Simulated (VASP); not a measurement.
Input:

```
CELL_PARAMETERS angstrom
     -2.03668     2.03668     7.32900
      2.03668    -2.03668     7.32900
      2.03668     2.03668    -7.32900
ATOMIC_POSITIONS crystal
  Ba 0.62736 0.62736 0.00000
  Ba 0.37264 0.37264 0.00000
  Zn 0.00000 0.00000 0.00000
```

These are PBEsol GGA, VASP's PBE PAW potentials (set 64) (plane waves; VASP) values and carry that method's errors. Numerical set-up: 400 eV cut-off, Gaussian smearing of 0.050 eV, potentials Ba_sv Zn.

Unless said otherwise, spin-orbit coupling is left out, though it shifts the bands of the heavy elements here.

Question: What does the run give for the band gap (along the path) with the smallest direct gap where there is one?

Answer: 
```
Item                                                         Result
-------------------------  ----------------------------------------
band gap (along the path)  none (metal, semimetal or under 0.01 eV)
```

The absolute energy has meaning only against runs of the same code, potentials and settings.

The structure comes from a computed database's Ba2Zn entry (I4/mmm); how it stands against other phases isn't given here. It was relaxed first, which changed the volume by -7 %.
